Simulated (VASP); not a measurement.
Set up this calculation in VASP 6.6.1, as the native input.

```yaml
Task: single point
Functional: PBE
Potentials_or_basis: VASP PAW PBE potentials, release 64 (Pb_d, Ce)
Cutoff: 520 eV
k_mesh: 6 × 6 × 6
Occupations: methfessel-paxton, width 0.028 eV
Spin: no spin polarisation
Dipole_correction: no
Further_INCAR_settings: ALGO = Fast; EDIFF = 1e-06; NBANDS = 34
```

The structure of CePb lies in POSCAR:

```
CePb
1.0
    0.0000000000      4.7210450000      0.0000000000
    4.7210450000      0.0000000000      0.0000000000
    2.3605220000      2.3605220000     -5.4221390000
Pb Ce
2 2
Direct
    0.5000000000      0.5000000000      0.0000000000
    0.2500000000      0.7500000000      0.5000000000
    0.0000000000      0.0000000000      0.0000000000
    0.7500000000      0.2500000000      0.5000000000
```

The cell was built by a generator and needn't be a form met in nature.

The input as run:

INCAR

```
  PREC = Accurate
  ENCUT = 520
  EDIFF = 1E-6
  ISMEAR = 1
  SIGMA = 0.028
  LREAL = False
  LASPH = True
  NELM = 80
  ALGO = Fast
  ISIF = 2
  LWAVE = False
  LCHARG = False
  GGA = PE
  NBANDS = 34
```

KPOINTS

```
regular mesh
0
Gamma
  6 6 6
```

Potentials or basis: VASP PAW PBE potentials, release 64 (Pb_d, Ce).

The run is started by

```sh
$ cat potpaw_PBE.64/Pb_d/POTCAR potpaw_PBE.64/Ce/POTCAR > POTCAR
$ mpirun -np 1 vasp_std > vasp.out
```

Results of the run:

| Property | Result |
| --- | --- |
| Pressure | -1.5 GPa |
| Band gap on the k mesh | none (metal or under the smearing width) |

Caveat: without U or exact exchange the open f shell lies at the Fermi level, which spoils levels, moments and volumes.

Run time: 11 min on 1 thread of Intel(R) Xeon(R) Platinum 8375C CPU @ 2.90GHz (Ice Lake), with other jobs on the host, peak memory 0.33 GiB.
